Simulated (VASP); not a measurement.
Here is the system:

```xyz
4
Lattice="1.2231 -2.1184 0.0000 1.2231 2.1184 0.0000 0.0000 0.0000 6.5062" Properties=species:S:1:pos:R:3 pbc="T T T"
B      1.2231     0.7061     1.6265
B      1.2231    -0.7061     4.8796
N      1.2231    -0.7061     1.6265
N      1.2231     0.7061     4.8796
```

Level of theory: PBE GGA, VASP's PBE PAW potentials (set 64) (plane waves; VASP). Numerical set-up: 400 eV cut-off, 10×10×4 Γ-centred mesh, Fermi-Dirac smearing of 0.050 eV, potentials B N.

Problem. Give the energies of bands 3 to 11 at the high-symmetry points, in eV from the valence-band maximum.

Solution. 
```json
[
 {"band": "3", "Γ": "-6.71", "M": "-9.23", "K": "-8.44", "A": "-5.70", "L": "-9.21", "H": "-8.35"},
 {"band": "4", "Γ": "-4.42", "M": "-9.17", "K": "-8.26", "A": "-5.70", "L": "-9.21", "H": "-8.35"},
 {"band": "5", "Γ": "-1.28", "M": "-4.30", "K": "-7.27", "A": "-1.26", "L": "-4.26", "H": "-7.28"},
 {"band": "6", "Γ": "-1.28", "M": "-4.22", "K": "-7.27", "A": "-1.26", "L": "-4.26", "H": "-7.28"},
 {"band": "7", "Γ": "-1.23", "M": "-1.61", "K": "-0.14", "A": "-1.26", "L": "-1.03", "H": "-0.04"},
 {"band": "8", "Γ": "-1.23", "M": "-0.51", "K": "-0.14", "A": "-1.26", "L": "-1.03", "H": "-0.04"},
 {"band": "9", "Γ": "5.33", "M": "4.31", "K": "5.01", "A": "7.89", "L": "4.82", "H": "4.77"},
 {"band": "10", "Γ": "10.77", "M": "5.84", "K": "5.01", "A": "7.89", "L": "4.82", "H": "4.77"},
 {"band": "11", "Γ": "12.10", "M": "10.14", "K": "10.87", "A": "12.17", "L": "10.62", "H": "12.19"}
]
```

The gap is indirect, 4.31 eV, from the valence maximum at (0.30, 0.30, 0.00) to the conduction minimum at M.

The structure is a typed BN crystal (P6_3/mmc). The cell was not relaxed at this level.
